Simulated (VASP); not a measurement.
# A VASP study of FeSi2 (Linzhiite) (optB86b-vdW + U): structure first, properties next, part 8 of 12

What structure does FeSi2 (Linzhiite) take at this level, and what are its properties? The start is a cell from a database of measured crystal structures.

VASP 6.6.1, plane waves and PAW; the level of theory is named at each step.

Still holding for the runs below: The magnetic order is the lowest of the few collinear ones that converged above; longer or canted patterns were not tried. The cell is doubled for it, so bands and modes from the zone boundary of the chemical cell fold onto Γ and the labels are those of the larger cell. A U on the itinerant d states of such a compound is hard to justify; it moves the bands at the Fermi level and favours large moments.

So far, pressure (GPa): step 2 (magnetic order: ferromagnetic) 12.1; step 5 (magnetic order: antiferromagnetic, q = (1/2, 1/2, 0)) 5.01; step 7 (full relaxation (optB86b-vdW + U)) 0.0424; step 8 (second relaxation) -0.0451; step 9 (single point with fields (optB86b-vdW + U)) 0.0950.

### 10. Band structure (optB86b-vdW + U)

Level of this step: optB86b-vdW, DFT+U (Fe d 5 eV), spin-polarised from an antiferromagnetic start; plane waves and PAW (Fe, Si) (VASP).

The mesh alone shows little of the dispersion and can miss band extrema, so KPOINTS_OPT adds a path through the symmetry points after the self-consistent cycle.

The input, INCAR:

```
SYSTEM = FeSi2
PREC = Accurate
ENCUT = 400
EDIFF = 1E-06
NELM = 100
ISMEAR = 0
SIGMA = 0.05
LREAL = .FALSE.
ALGO = Normal
GGA = MK
AGGAC = 0
LUSE_VDW = .TRUE.
PARAM1 = 0.1234
PARAM2 = 1
LASPH = .TRUE.
NBANDS = 35
ISPIN = 2
MAGMOM = 2.147 -2.147 0 0 0 0
LDAU = .TRUE.
LDAUTYPE = 2
LDAUL = 2 -1
LDAUU = 5 0
LDAUJ = 0 0
LDAUPRINT = 1
LMAXMIX = 4
LORBIT = 11
LWAVE = .FALSE.
LCHARG = .FALSE.
KPAR = 8
```

The input, POSCAR:

```
FeSi2
1.0
    5.4941218942      0.0000000000      0.0000000000
    2.7470609472      2.7470609472      0.0000000000
    0.0000000000      0.0000000000      5.2268827890
Fe Si
2 4
Direct
    0.0000000000      0.5000000000      0.0000000000
    0.5000000000      0.5000000000      0.0000000000
    0.0000000000      0.0000000000      0.2755871446
    0.5000000000      0.0000000000      0.2755871446
    0.0000000000      0.0000000000      0.7244128554
    0.5000000000      0.0000000000      0.7244128554
```

The input, KPOINTS:

```
Automatic mesh
0
Gamma
8 8 5
0 0 0
```

The input, KPOINTS_OPT:

```
Line mode
16
Line-mode
Reciprocal
  0.00000000   0.00000000   0.00000000 GAMMA
  0.50000000   0.00000000   0.00000000 X

  0.50000000   0.00000000   0.00000000 X
  0.00000000  -0.50000000   0.00000000 M

  0.00000000  -0.50000000   0.00000000 M
  0.00000000   0.00000000   0.00000000 GAMMA

  0.00000000   0.00000000   0.00000000 GAMMA
  0.00000000   0.00000000   0.50000000 Z

  0.00000000   0.00000000   0.50000000 Z
  0.50000000   0.00000000   0.50000000 R

  0.50000000   0.00000000   0.50000000 R
  0.00000000  -0.50000000   0.50000000 A

  0.00000000  -0.50000000   0.50000000 A
  0.00000000   0.00000000   0.50000000 Z

  0.50000000   0.00000000   0.00000000 X
  0.50000000   0.00000000   0.50000000 R

  0.00000000  -0.50000000   0.00000000 M
  0.00000000  -0.50000000   0.50000000 A
```

PAW data sets: Fe and Si (PBE family, release 64).

Run with:

```sh
> mpirun -np 8 vasp_std
```

The program printed:

```text
[... set-up lines as in an earlier step ...]
 entering main loop
       N       E                     dE             d eps       ncg     rms          rms(c)
DAV:   1     0.169926322168E+03    0.16993E+03   -0.10302E+04  6300   0.746E+02
DAV:   2    -0.104463671934E+02   -0.18037E+03   -0.15878E+03  6406   0.194E+02
DAV:   3    -0.228121494505E+02   -0.12366E+02   -0.11650E+02  7762   0.593E+01
DAV:   4    -0.231101544624E+02   -0.29801E+00   -0.29636E+00  7690   0.869E+00
DAV:   5    -0.231182254605E+02   -0.80710E-02   -0.80673E-02  7955   0.153E+00    0.217E+01
DAV:   6    -0.266268880925E+02   -0.35087E+01   -0.14977E+01  7620   0.774E+01    0.235E+01
DAV:   7    -0.213929989513E+02    0.52339E+01   -0.10942E+01  7955   0.641E+01    0.744E+00
DAV:   8    -0.217115592622E+02   -0.31856E+00   -0.74577E-01  9492   0.574E+00    0.445E+00
DAV:   9    -0.217873188736E+02   -0.75760E-01   -0.10283E-01 10117   0.481E+00    0.190E+00
DAV:  10    -0.218402094311E+02   -0.52891E-01   -0.53314E-02 10946   0.318E+00    0.690E-01
DAV:  11    -0.218658038934E+02   -0.25594E-01   -0.20512E-02  9810   0.110E+00    0.363E-01
DAV:  12    -0.218757764062E+02   -0.99725E-02   -0.74758E-03  9845   0.809E-01    0.311E-01
DAV:  13    -0.218829248813E+02   -0.71485E-02   -0.85728E-03 10352   0.104E+00    0.173E-01
DAV:  14    -0.218850554096E+02   -0.21305E-02   -0.40357E-03 10713   0.583E-01    0.798E-02
DAV:  15    -0.218854113284E+02   -0.35592E-03   -0.44319E-04  9412   0.165E-01    0.364E-02
DAV:  16    -0.218854689052E+02   -0.57577E-04   -0.10254E-04  9906   0.864E-02    0.196E-02
DAV:  17    -0.218854804599E+02   -0.11555E-04   -0.44262E-05  9878   0.545E-02    0.881E-03
DAV:  18    -0.218854826862E+02   -0.22263E-05   -0.44302E-06  7552   0.148E-02    0.406E-03
DAV:  19    -0.218854832979E+02   -0.61166E-06   -0.62826E-07  3956   0.108E-02
   1 F= -.21885483E+02 E0= -.21884448E+02  d E =-.207141E-02  mag=    -0.0000
 Start KPOINTS_OPT (optional k-point list driver)
k-point batch [1-45\144]
       N       E                     dE             ncg
DAV:   1     0.147211219342E+05   -0.13910E+05     6300
DAV:   2     0.661278680237E+04   -0.81083E+04     6445
DAV:   3     0.605673960735E+04   -0.55605E+03     7931
DAV:   4     0.604504700062E+04   -0.11693E+02     7602
DAV:   5     0.604476390015E+04   -0.28310E+00     7981
DAV:   6     0.604475327932E+04   -0.10621E-01     7808
DAV:   7     0.604475278473E+04   -0.49459E-03     8419
DAV:   8     0.604475276250E+04   -0.22236E-04     7188
DAV:   9     0.604475276156E+04   -0.94057E-06     5454
[...]
k-point batch [136-144\144]
       N       E                     dE             ncg
DAV:   1     0.314690332217E+05   -0.65774E+04     1268
DAV:   2     0.298337348485E+05   -0.16353E+04     1271
DAV:   3     0.297220232515E+05   -0.11171E+03     1620
DAV:   4     0.297197457132E+05   -0.22775E+01     1629
DAV:   5     0.297196894674E+05   -0.56246E-01     1648
DAV:   6     0.297196874140E+05   -0.20534E-02     1645
DAV:   7     0.297196873129E+05   -0.10112E-03     1712
DAV:   8     0.297196873083E+05   -0.45513E-05     1525
DAV:   9     0.297196873081E+05   -0.18402E-06     1128
```

The job ended after 3.1 min (8 MPI ranks of Intel Xeon Platinum 8259CL at 2.50GHz (Skylake/Cascade Lake), shared host; peak memory 4.2 GiB; 22 min of CPU time).

OUTCAR, selected parts (step 10):

```text
   k-points           NKPTS =     45   k-points in BZ     NKDIM =     45   number of bands    NBANDS=     35

   NELECT =      32.0000    total number of electrons

atom =   1  type =  1  l = 2

 onsite density matrix

spin component  1

spin component  2

  0.7825 -0.0000 -0.0000 -0.0000  0.0000
 -0.0000  0.6026 -0.0000  0.0000  0.0000
 -0.0000 -0.0000  0.2064 -0.0000  0.0000
 -0.0000  0.0000 -0.0000  0.6026  0.0000
  0.0000  0.0000  0.0000  0.0000  0.1189

 occupancies and eigenvectors

  o =  0.1189  v =  0.0000  0.0000  0.0000  0.0000  0.0000  0.0000  0.0000  0.0000 -0.0000 -1.0000      0.0000  0.0000  0.0000  0.0000  0.0000  0.0000  0.0000  0.0000  0.0000  0.0000
  o =  0.2064  v =  0.0000  0.0000  0.0000  0.0000  0.0000 -0.0000 -0.0000 -1.0000 -0.0000 -0.0000      0.0000  0.0000  0.0000  0.0000  0.0000  0.0000  0.0000  0.0000  0.0000  0.0000
  o =  0.6026  v =  0.0000  0.0000  0.0000  0.0000  0.0000  0.0000 -0.3827  0.0000  0.9239 -0.0000      0.0000  0.0000  0.0000  0.0000  0.0000  0.0000  0.0000  0.0000  0.0000  0.0000
  o =  0.6026  v =  0.0000  0.0000  0.0000  0.0000  0.0000  0.0000  0.9239 -0.0000  0.3827  0.0000      0.0000  0.0000  0.0000  0.0000  0.0000  0.0000  0.0000  0.0000  0.0000  0.0000
  o =  0.7825  v =  0.0000  0.0000  0.0000  0.0000  0.0000 -1.0000  0.0000  0.0000  0.0000 -0.0000      0.0000  0.0000  0.0000  0.0000  0.0000  0.0000  0.0000  0.0000  0.0000  0.0000
  o =  0.8642  v =  1.0000  0.0000  0.0000 -0.0000  0.0000  0.0000  0.0000  0.0000  0.0000  0.0000      0.0000  0.0000  0.0000  0.0000  0.0000  0.0000  0.0000  0.0000  0.0000  0.0000
  o =  0.8709  v = -0.0000  0.0000 -0.0000 -0.0000  1.0000  0.0000  0.0000  0.0000  0.0000  0.0000      0.0000  0.0000  0.0000  0.0000  0.0000  0.0000  0.0000  0.0000  0.0000  0.0000
  o =  0.8821  v =  0.0000 -0.3827  0.0000  0.9239  0.0000  0.0000  0.0000  0.0000  0.0000  0.0000      0.0000  0.0000  0.0000  0.0000  0.0000  0.0000  0.0000  0.0000  0.0000  0.0000
  o =  0.8821  v = -0.0000 -0.9239  0.0000 -0.3827  0.0000  0.0000  0.0000  0.0000  0.0000  0.0000      0.0000  0.0000  0.0000  0.0000  0.0000  0.0000  0.0000  0.0000  0.0000  0.0000
  o =  0.8908  v =  0.0000 -0.0000 -1.0000 -0.0000 -0.0000  0.0000  0.0000  0.0000  0.0000  0.0000      0.0000  0.0000  0.0000  0.0000  0.0000  0.0000  0.0000  0.0000  0.0000  0.0000

atom =   2  type =  1  l = 2

 onsite density matrix

spin component  1

  0.7825  0.0000 -0.0000 -0.0000  0.0000
  0.0000  0.6026  0.0000  0.0000  0.0000
 -0.0000  0.0000  0.2064  0.0000  0.0000
 -0.0000  0.0000  0.0000  0.6026  0.0000
  0.0000  0.0000  0.0000  0.0000  0.1189

spin component  2

  0.8642 -0.0000 -0.0000 -0.0000 -0.0000
 -0.0000  0.8821 -0.0000  0.0000 -0.0000
 -0.0000 -0.0000  0.8908  0.0000  0.0000
 -0.0000  0.0000  0.0000  0.8821 -0.0000
 -0.0000 -0.0000  0.0000 -0.0000  0.8709

 occupancies and eigenvectors

  o =  0.1189  v = -0.0000  0.0000 -0.0000  0.0000  1.0000  0.0000  0.0000  0.0000  0.0000  0.0000      0.0000  0.0000  0.0000  0.0000  0.0000  0.0000  0.0000  0.0000  0.0000  0.0000
  o =  0.2064  v = -0.0000  0.0000 -1.0000 -0.0000 -0.0000  0.0000  0.0000  0.0000  0.0000  0.0000      0.0000  0.0000  0.0000  0.0000  0.0000  0.0000  0.0000  0.0000  0.0000  0.0000
  o =  0.6026  v =  0.0000 -0.3827  0.0000  0.9239 -0.0000  0.0000  0.0000  0.0000  0.0000  0.0000      0.0000  0.0000  0.0000  0.0000  0.0000  0.0000  0.0000  0.0000  0.0000  0.0000
  o =  0.6026  v = -0.0000 -0.9239  0.0000 -0.3827 -0.0000  0.0000  0.0000  0.0000  0.0000  0.0000      0.0000  0.0000  0.0000  0.0000  0.0000  0.0000  0.0000  0.0000  0.0000  0.0000
  o =  0.7825  v = -1.0000 -0.0000  0.0000  0.0000 -0.0000  0.0000  0.0000  0.0000  0.0000  0.0000      0.0000  0.0000  0.0000  0.0000  0.0000  0.0000  0.0000  0.0000  0.0000  0.0000
  o =  0.8642  v =  0.0000  0.0000  0.0000  0.0000  0.0000  1.0000  0.0000  0.0000  0.0000  0.0000      0.0000  0.0000  0.0000  0.0000  0.0000  0.0000  0.0000  0.0000  0.0000  0.0000
  o =  0.8709  v =  0.0000  0.0000  0.0000  0.0000  0.0000 -0.0000  0.0000 -0.0000  0.0000  1.0000      0.0000  0.0000  0.0000  0.0000  0.0000  0.0000  0.0000  0.0000  0.0000  0.0000
  o =  0.8821  v =  0.0000  0.0000  0.0000  0.0000  0.0000 -0.0000  0.3827 -0.0000 -0.9239 -0.0000      0.0000  0.0000  0.0000  0.0000  0.0000  0.0000  0.0000  0.0000  0.0000  0.0000
  o =  0.8821  v =  0.0000  0.0000  0.0000  0.0000  0.0000 -0.0000  0.9239 -0.0000  0.3827 -0.0000      0.0000  0.0000  0.0000  0.0000  0.0000  0.0000  0.0000  0.0000  0.0000  0.0000
  o =  0.8908  v =  0.0000  0.0000  0.0000  0.0000  0.0000  0.0000 -0.0000 -1.0000 -0.0000 -0.0000      0.0000  0.0000  0.0000  0.0000  0.0000  0.0000  0.0000  0.0000  0.0000  0.0000

 E-fermi :   9.5394

 spin component 1
 k-point     1 :       0.0000    0.0000    0.0000
  band No.  band energies     occupation
    ...
     12       7.0712      1.00000
     13       7.0714      1.00000
     14       7.2877      1.00000
     15       8.8568      1.00000
     16       8.9908      1.00000
     17      11.1336      0.00000
     18      12.0617      0.00000
     19      12.0618      0.00000
     20      12.1892      0.00000
     21      12.2247      0.00000
    ...

 k-point     2 :       0.1250    0.0000    0.0000
  band No.  band energies     occupation
    ...
     12       6.9170      1.00000
     13       7.0005      1.00000
     14       7.1558      1.00000
     15       9.1798      1.00000
     16       9.3082      1.00000
     17      10.6877      0.00000
     18      11.0739      0.00000
     19      11.1441      0.00000
     20      12.0973      0.00000
     21      12.1633      0.00000
    ...

Total vdW correction in eV:      4.2608569

  Total       -0.0419139     -0.0419139      0.2147592     -0.0000000      0.0000000      0.0000000
  in kB       -0.8512534     -0.8512534      4.3616724     -0.0000000      0.0000000      0.0000000
  external PRESSURE =       0.8863886 kB  Pullay stress =       0.0000000 kB

 POSITION                                       TOTAL-FORCE (eV/Angst)
 -----------------------------------------------------------------------------------
      1.37353      1.37353      0.00000        -0.000000      0.000000     -0.000000
      4.12059      1.37353      0.00000        -0.000000      0.000000     -0.000000
      0.00000      0.00000      1.44046         0.000000     -0.000000     -0.025075
      2.74706      0.00000      1.44046         0.000000     -0.000000     -0.025075
      0.00000      0.00000      3.78642        -0.000000     -0.000000      0.025075
      2.74706      0.00000      3.78642        -0.000000     -0.000000      0.025075
 -----------------------------------------------------------------------------------
    total drift:                                0.000000      0.000000     -0.000000

  FREE ENERGIE OF THE ION-ELECTRON SYSTEM (eV)
  ---------------------------------------------------
  free  energy   TOTEN  =       -21.8854832979 eV

  energy  without entropy=      -21.8834118915  energy(sigma->0) =      -21.88444759

Total vdW correction in eV:      4.2608820

[... 11 parts as in an earlier step ...]

[... 7 further parts left out ...]
```

This step gave:

| Item | Value |
| --- | --- |
| SCF cycles | 19 |
| bands | 35 |
| pressure | 0.08864 GPa |

Both spin channels agree. The electronic bands at the labelled points (eV, zero at the Fermi level; # counts the bands kept, so #1 is VASP's band 2):

```csv
point,#12,#13,#14,#15,#16,#17,#18,#19
Γ,-2.47,-2.25,-0.68,-0.55,1.59,2.52,2.52,2.65
0.47 of the way,-2.70,-2.70,-0.31,-0.04,0.38,1.11,1.35,2.45
X,-2.98,-2.90,-1.28,-0.67,-0.65,0.44,1.85,2.56
0.47 of the way,-3.37,-2.80,-2.53,-1.30,0.64,1.16,1.20,1.56
M,-3.93,-2.74,-2.74,-2.70,-0.23,0.67,0.67,0.77
0.47 of the way,-2.79,-2.77,-2.24,-0.74,0.55,0.63,1.30,2.22
Γ,-2.47,-2.25,-0.68,-0.55,1.59,2.52,2.52,2.65
0.47 of the way,-2.56,-2.32,-0.70,0.36,0.79,0.79,1.62,1.69
Z,-2.76,-2.35,-1.64,-0.12,-0.12,1.01,1.33,1.64
0.53 of the way,-2.81,-1.75,-1.11,-0.96,0.03,0.95,1.69,2.53
R,-2.17,-1.09,-0.73,-0.72,0.15,0.32,1.35,1.75
0.53 of the way,-3.30,-2.28,-2.20,-1.77,0.42,1.92,2.30,2.60
A,-3.32,-2.69,-1.94,-1.94,1.21,2.01,2.02,2.45
0.47 of the way,-2.56,-2.07,-2.00,-1.89,0.13,1.49,2.34,2.42
Z,-2.76,-2.35,-1.64,-0.12,-0.12,1.01,1.33,1.64
jump to X,-2.98,-2.90,-1.28,-0.67,-0.65,0.44,1.85,2.56
0.47 of the way,-2.61,-2.26,-0.80,-0.76,-0.63,0.82,1.11,2.17
R,-2.17,-1.09,-0.73,-0.72,0.15,0.32,1.35,1.75
jump to M,-3.93,-2.74,-2.74,-2.70,-0.23,0.67,0.67,0.77
0.47 of the way,-3.49,-2.69,-2.36,-2.36,1.00,1.00,1.02,1.05
A,-3.32,-2.69,-1.94,-1.94,1.21,2.01,2.02,2.45
```

Of the projections kept (Fe, Si), the largest for each band there; the rest of the weight can lie on other orbitals:

```csv
point,#12,#13,#14,#15,#16,#17,#18,#19
Γ,Fe 0.91,Fe 0.97,Fe 0.97,Si 1.00,Fe 1.00,Fe 0.64,Fe 0.64,Fe 0.99
X,Fe 0.88,Fe 0.53,Fe 0.51,Fe 0.92,Fe 0.85,Fe 0.56,Fe 0.88,Fe 0.84
M,Si 0.67,Fe 0.92,Fe 0.92,Fe 0.96,Fe 0.96,Fe 0.79,Fe 0.79,Fe 1.00
Γ,Fe 0.91,Fe 0.97,Fe 0.97,Si 1.00,Fe 1.00,Fe 0.64,Fe 0.64,Fe 0.99
Z,Si 0.73,Fe 0.98,Fe 0.84,Fe 0.83,Fe 0.83,Fe 1.00,Fe 0.63,Fe 1.00
R,Fe 0.68,Si 0.66,Si 0.53,Fe 0.92,Fe 0.57,Fe 0.51,Fe 0.75,Fe 0.62
```

There is no gap at this level.

Of the bands kept, 2 cross the Fermi level on this path.

(Continued in part 9 of 12.)

[Lines on the potential files, build, host, timing and source positions are cut from VASP's logs without a mark.]

[Logs are printed without paths, hosts, clocks, repeated set-up lines and the standing remarks that a program may print on its own settings, such as how far it seeks lower states.]

[Hosts, paths, dates, database ids (printed as entryN), source tags and the programs' standing remarks are cut or masked in the printed files.]

[A measured line is paired with the nearest computed mode of its activity, which favours agreement.]
